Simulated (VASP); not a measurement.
Given:

```
Pd
1.0
    0.00000     1.98390     1.98390
    1.98390     0.00000     1.98390
    1.98390     1.98390     0.00000
Pd
1
Direct
  0.00000   0.00000   0.00000
```

These are PBE GGA with spin-orbit coupling, VASP's PBE PAW potentials (set 64) (plane waves; VASP) values and carry that method's errors. Settings: 400 eV cut-off, 14×14×14 Γ-centred mesh, first-order Methfessel-Paxton smearing of 0.10 eV, potentials Pd.

### Question
Estimate the energy per atom (σ→0), pressure, band gap (on the k-mesh) with the smallest direct gap where there is one.

### Answer

```
Property                                                    Result
------------------------  ----------------------------------------
band gap (on the k-mesh)  none (metal, semimetal or under 0.01 eV)
energy per atom (σ→0)                       -506.4 kJ/mol of atoms
pressure                                                 -3.36 GPa
```

Only differences to runs with the same potentials and settings are physical.

The compound is Pd in the fcc structure. The cell was not relaxed at this level. The run is one of a series of settings (GGA_COMPAT = .FALSE., LSORBIT = .TRUE., MAGMOM = 0 0 0, program vasp_ncl against the base run), some of them coarse on purpose.
